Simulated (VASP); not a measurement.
Data:

```
PbF2
1.0
    0.00000     3.00618     3.00618
    3.00618     0.00000     3.00618
    3.00618     3.00618     0.00000
Pb F
1 2
Cartesian
  6.01236   3.00618   3.00618
  1.50309   1.50309   1.50309
  4.50927   4.50927   4.50927
```

Computed with r2SCAN+rVV10, VASP's PBE PAW potentials (set 64) (plane waves; VASP). Numerical set-up: 520 eV cut-off, 7×7×7 Γ-centred mesh, Gaussian smearing of 0.050 eV, potentials Pb_d F.

Q: Give the stress tensor in GPa (positive for a compressed cell).

A: 
```
-4.23   0.00   0.00
 0.00  -4.23   0.00
 0.00   0.00  -4.23
```
The pressure is its mean diagonal, -4.23 GPa.

The compound is PbF2 in the fluorite structure, the β form. This cell is one point of a volume scan, at 1.06 of the reference volume.
